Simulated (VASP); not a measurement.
A run of VASP 6.6.1:

Contents of INCAR:

```
ALGO = Normal
EDIFF = 1E-7
ENCUT = 520
GGA = PS
ISIF = 2
ISMEAR = 0
ISPIN = 2
LASPH = T
LCHARG = F
LDAU = T
LDAUJ = 0 0
LDAUL = 2 -1
LDAUPRINT = 1
LDAUTYPE = 2
LDAUU = 2 0
LMAXMIX = 4
LORBIT = 11
LREAL = F
LWAVE = F
MAGMOM = 1 0
NELM = 100
PREC = Accurate
SIGMA = 0.05
```

KPOINTS

```
k-points
0
Gamma
  5 5 5
```

File POSCAR:

```
TeRu
1.0
    0.0000000000      3.1139297200      3.1139297200
    3.1139297200      0.0000000000      3.1139297200
    3.1139297200      3.1139297200      0.0000000000
Ru Te
1 1
Direct
    0.0000000000      0.0000000000      0.0000000000
    0.2500000000      0.2500000000      0.2500000000
```

Potentials or basis: VASP PAW PBE potentials, release 64 (Ru_pv, Te).

The run is started by

```bash
$ cat potpaw_PBE.64/Ru_pv/POTCAR potpaw_PBE.64/Te/POTCAR > POTCAR
$ mpirun -np 1 vasp_std > vasp.out
```

Hardware: 1 thread of Intel(R) Xeon(R) 6975P-C (Granite Rapids) (shared host).

Q: How long does it take, and how much memory?

A: Run time: 25 s on 1 thread of Intel(R) Xeon(R) 6975P-C (Granite Rapids), on a shared host, peak memory 0.23 GiB. Counts: scf iterations 15, k points 10.
